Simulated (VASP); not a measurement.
Input:

```yaml
crystal:
  lattice:
    - [0.00000, 3.43207, 3.43207]
    - [3.43207, 0.00000, 3.43207]
    - [3.43207, 3.43207, 0.00000]
  atoms:
    - { symbol: Ba, position: [0.00000, 0.00000, 0.00000] }
    - { symbol: Te, position: [0.50000, 0.50000, 0.50000] }
```

All values below come from PBEsol GGA, VASP's PBE PAW potentials (set 64) (plane waves; VASP). Settings: 480 eV cut-off, 6×6×6 Γ-centred mesh, Gaussian smearing of 0.050 eV, potentials Ba_sv Te.

Estimate the energy per atom (σ→0), pressure.

```
Quantity                        Value
---------------------  --------------
energy per atom (σ→0)  -4.587 eV/atom
pressure                     1.60 GPa
```

The absolute energy has meaning only against runs of the same code, potentials and settings.

The compound is BaTe in the rock salt structure. This cell was strained or had an atom moved on purpose.
